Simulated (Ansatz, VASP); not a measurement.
# Cross-check of LaMg between VASP and Ansatz, part 2 of 2

Wanted: the spread between two codes on one cell, functional and k mesh. The cell is taken from a series of runs on this material, whose earlier steps may have relaxed, scaled, displaced or heated it; both programs get it as it stands.

VASP 6.6.1 and Ansatz 0.2.0.

So far: Starting point; Ansatz: zone-centre phonons, PBEsol; VASP: zone-centre phonons, PBEsol.

**3. VASP: zone-centre phonons, PBEsol (continued)**

Level of this step: PBEsol; plane waves and PAW (La, Mg) (VASP).

Numbers of over 12 decimals in the logs are rounded to 6 here.

Parts of OUTCAR (step 3):

```text
ion  position               nearest neighbor table
   1  0.500  0.500  0.500-   2 3.38   2 3.38   2 3.38   2 3.38   2 3.38   2 3.38   2 3.38   2 3.38

  LATTYP: Found a simple cubic cell.
 ALAT       =     3.9083353299

 Subroutine GETGRP returns: Found 48 space group operations
 (whereof 48 operations were pure point group operations)

The static configuration has the point symmetry O_h .

 Found     84 irreducible k-points:

   k-points           NKPTS =     84   k-points in BZ     NKDIM =     84   number of bands    NBANDS=     12

   dimension x,y,z NGX =    32 NGY =   32 NGZ =   32
   dimension x,y,z NGXF=    64 NGYF=   64 NGZF=   64

   ENCUT  =  600.0 eV  44.10 Ry    6.64 a.u.   7.81  7.81  7.81*2*pi/ulx,y,z

   NELECT =      13.0000    total number of electrons

 k-points in reciprocal lattice and weights: Automatic mesh
   0.00000000  0.00000000  0.00000000       0.001
   0.08333333  0.00000000  0.00000000       0.003
   0.16666667  0.00000000  0.00000000       0.003
   0.25000000  0.00000000  0.00000000       0.003
   0.33333333  0.00000000  0.00000000       0.003
   0.41666667  0.00000000  0.00000000       0.003
   0.50000000  0.00000000  0.00000000       0.002
   0.08333333  0.08333333  0.00000000       0.007
   0.16666667  0.08333333  0.00000000       0.014
[...]
0.50000000  0.50000000  0.41666667       0.003
   0.50000000  0.50000000  0.50000000       0.001

 average (electrostatic) potential at core
       1 -98.5639       2 -35.2540

  Total        0.0033197      0.0033197      0.0033197     -0.0000000      0.0000000     -0.0000000
  in kB        0.0890908      0.0890908      0.0890908     -0.0000000      0.0000000     -0.0000000
  external PRESSURE =       0.0890908 kB  Pullay stress =       0.0000000 kB

  energy-cutoff  :      600.00
  volume of cell :       59.70
      direct lattice vectors                 reciprocal lattice vectors
     3.908335330  0.000000000  0.000000000     0.255863409  0.000000000  0.000000000
     0.000000000  3.908335330  0.000000000     0.000000000  0.255863409  0.000000000
     0.000000000  0.000000000  3.908335330     0.000000000  0.000000000  0.255863409

 POSITION                                       TOTAL-FORCE (eV/Angst)
 -----------------------------------------------------------------------------------
      1.95417      1.95417      1.95417         0.000000      0.000000      0.000000
      0.00000      0.00000      0.00000         0.000000      0.000000      0.000000
 -----------------------------------------------------------------------------------
    total drift:                                0.000000     -0.000000     -0.000000

 Eigenvectors and eigenvalues of the dynamical matrix
 ----------------------------------------------------

   1 f  =    6.137183 THz    38.561060 2PiTHz  204.714399 cm-1    25.381339 meV
             X         Y         Z           dx          dy          dz
      1.954168  1.954168  1.954168     0.184673    0.339400   -0.000000
      0.000000  0.000000  0.000000    -0.440827   -0.810170    0.000000

   2 f  =    6.137183 THz    38.561060 2PiTHz  204.714399 cm-1    25.381339 meV
             X         Y         Z           dx          dy          dz
      1.954168  1.954168  1.954168    -0.000000   -0.000000   -0.386389
      0.000000  0.000000  0.000000     0.000000    0.000000    0.922336

   3 f  =    6.137183 THz    38.561060 2PiTHz  204.714399 cm-1    25.381339 meV
             X         Y         Z           dx          dy          dz
      1.954168  1.954168  1.954168     0.339400   -0.184673    0.000000
      0.000000  0.000000  0.000000    -0.810170    0.440827    0.000000

   4 f/i=    0.003215 THz     0.020201 2PiTHz    0.107242 cm-1     0.013296 meV
             X         Y         Z           dx          dy          dz
      1.954168  1.954168  1.954168     0.199281    0.898074    0.066736
      0.000000  0.000000  0.000000     0.083484    0.376225    0.027957

   5 f/i=    0.003215 THz     0.020201 2PiTHz    0.107242 cm-1     0.013296 meV
             X         Y         Z           dx          dy          dz
      1.954168  1.954168  1.954168     0.874343   -0.209319    0.205945
      0.000000  0.000000  0.000000     0.366283   -0.087689    0.086275

   6 f/i=    0.003215 THz     0.020201 2PiTHz    0.107242 cm-1     0.013296 meV
             X         Y         Z           dx          dy          dz
      1.954168  1.954168  1.954168    -0.215673   -0.018767    0.896569
      0.000000  0.000000  0.000000    -0.090351   -0.007862    0.375595

 ELASTIC MODULI CONTR FROM IONIC RELAXATION (kBar)
 Direction    XX          YY          ZZ          XY          YZ          ZX
 --------------------------------------------------------------------------------
 XX           0.0000      0.0000      0.0000      0.0000      0.0000      0.0000
 YY           0.0000      0.0000      0.0000      0.0000      0.0000      0.0000
 ZZ           0.0000      0.0000      0.0000      0.0000      0.0000      0.0000
 XY           0.0000      0.0000      0.0000      0.0000      0.0000      0.0000
 YZ           0.0000      0.0000      0.0000      0.0000      0.0000      0.0000
 ZX           0.0000      0.0000      0.0000      0.0000      0.0000      0.0000
 --------------------------------------------------------------------------------
```

This run has no spin polarisation. Its electron count is odd, so without a moment it is a metal by construction.

**4. Differences**

Known differences besides the potentials themselves: the data sets hold 21 valence electrons in Ansatz (on its PAW soft_1 files) and 13 in VASP; the cutoff is 420 eV in Ansatz and 600 eV in VASP; Ansatz makes its cores anew for this functional, VASP keeps those of its PBE data sets. Total energies have different zeros and are not compared.

The two programs side by side:

| quantity | Ansatz | VASP | difference |
| --- | --- | --- | --- |
| optical mode 1 to 3 (cm⁻¹) | 204.2 | 204.7 | -0.27 % |

Modes are paired by rising frequency, not by their patterns, so a pair may set unlike modes beside each other; they are those without the splitting of longitudinal modes.

**5. Summary of results**

```json
{"r.m.s. difference of the optical zone-centre modes, each program's sorted by frequency (zone-centre phonons, PBEsol)": "0.54 cm⁻¹"}
```

**Reading.** The r.m.s. difference of the optical zone-centre modes, each program's sorted by frequency is 0.54 cm⁻¹ (zone-centre phonons, PBEsol). The data sets hold unlike numbers of valence electrons (21 in Ansatz and 13 in VASP), so part of the differences comes from the potentials. Such differences can come from data sets, numerical settings and the points named under the comparisons, not from the functional's error against experiment.

[Lines on the potential files, build, host, timing and source positions are cut from VASP's logs without a mark.]

[Logs are printed without paths, hosts, clocks, repeated set-up lines and the standing remarks that a program may print on its own settings, such as how far it seeks lower states.]

[Hosts, paths, dates, database ids (printed as entryN), source tags and the programs' standing remarks are cut or masked in the printed files.]
